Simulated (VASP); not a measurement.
```
CELL_PARAMETERS angstrom
      6.06538     0.00000     0.00000
      0.00000     6.06538     0.00000
      0.00000     0.00000     6.06538
ATOMIC_POSITIONS crystal
  Cs 0.00000 0.00000 0.00000
  Sn 0.50000 0.50000 0.50000
  I  0.50000 0.00000 0.50000
  I  0.00000 0.50000 0.50000
  I  0.50000 0.50000 0.00000
```

Method: optB86b-vdW, VASP's PBE PAW potentials (set 64) (plane waves; VASP). Run with 520 eV cut-off, 4×4×4 Γ-centred mesh, Gaussian smearing of 0.050 eV, potentials Cs_sv Sn_d I.

Unless said otherwise, spin-orbit coupling is left out, though it shifts the bands of the heavy elements here.

Task: What does the run give for the energy per atom (σ→0), pressure, band gap (on the k-mesh) with the smallest direct gap where there is one?

Result: 
The band gap (on the k-mesh) is none (metal, semimetal or under 0.01 eV) and the energy per atom (σ→0) is -0.451 eV/atom. The pressure is 1.26 GPa.

The absolute energy has meaning only against runs of the same code, potentials and settings.

The compound is CsSnI3 in the cubic perovskite structure, the ideal cubic form; the compound distorts at low or room temperature. This cell is one point of a volume scan, at 0.94 of the reference volume.
